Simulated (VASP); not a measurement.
```xyz
2
Lattice="3.0968 0.0000 0.0000 0.0000 3.0968 0.0000 0.0000 0.0000 3.0968" Properties=species:S:1:pos:R:3 pbc="T T T"
Zn     1.5484     1.5484     1.5484
Au     0.0000     0.0000     0.0000
```

These are PBEsol GGA, VASP's PBE PAW potentials (set 64) (plane waves; VASP) values and carry that method's errors. Settings: 500 eV cut-off, 12×12×12 Γ-centred mesh, first-order Methfessel-Paxton smearing of 0.10 eV, potentials Zn Au.

Energy and stress use the plane-wave basis of the starting cell.

**Question.** The ions, cell shape and volume at an external pressure of 10.0 GPa are relaxed. Give the cell that the relaxation ends in.

**Answer.** 
```xyz
2
Lattice="3.0686 0.0000 0.0000 0.0000 3.0686 0.0000 0.0000 0.0000 3.0686" Properties=species:S:1:pos:R:3 pbc="T T T"
Zn     1.5343     1.5343     1.5343
Au     0.0000     0.0000     0.0000
```
Space group Pm-3m (221), at a tolerance of 0.03 Å.

**Question.** How do energy and volume change from the first to the last step?

**Answer.** The energy (σ→0) changes by +18.4 meV/atom and the volume by -2.7 %, in 3 ionic steps.

The compound is AuZn in the CsCl type structure. This run relaxes it under an external pressure of 10 GPa. Symmetry was kept, so distortions that lower it aren't found. The electron count is odd and the run is not spin-polarised, which forces a metal.
